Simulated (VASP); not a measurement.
Consider the following.

```xyz
1
Lattice="0.0000 2.0522 2.0522 2.0522 0.0000 2.0522 2.0522 2.0522 0.0000" Properties=species:S:1:pos:R:3 pbc="T T T"
Ag     0.0000     0.0000     0.0000
```

All values below come from LDA (Ceperley-Alder, Perdew-Zunger), VASP's LDA PAW potentials (set 64) (plane waves; VASP). Settings: 400 eV cut-off, 14×14×14 Γ-centred mesh, first-order Methfessel-Paxton smearing of 0.10 eV, potentials Ag.

Energy and stress use the plane-wave basis of the starting cell.

Task: The ions, cell shape and volume are relaxed. What does this cell relax into?

Result: 
```xyz
1
Lattice="0.0000 2.0008 2.0008 2.0008 0.0000 2.0008 2.0008 2.0008 0.0000" Properties=species:S:1:pos:R:3 pbc="T T T"
Ag     0.0000     0.0000     0.0000
```
Space group Fm-3m (225), at a tolerance of 0.03 Å.

Task: How do energy and volume change from the first to the last step?

Result: The energy (σ→0) changes by -38.8 meV/atom and the volume by -7.3 %, in 3 ionic steps.

```tsv
step	E(σ→0) (eV)	max force (eV/Å)	pressure (GPa)	volume (Å³)
1	-3.7460	0.000	-8.86	17.29
2	-3.7523	0.000	11.09	15.00
3	-3.7848	0.000	-0.10	16.02
```

The structure comes from a computed database's Ag entry (Fm-3m); how it stands against other phases isn't given here. This run relaxes it. Symmetry was kept, so distortions that lower it aren't found.
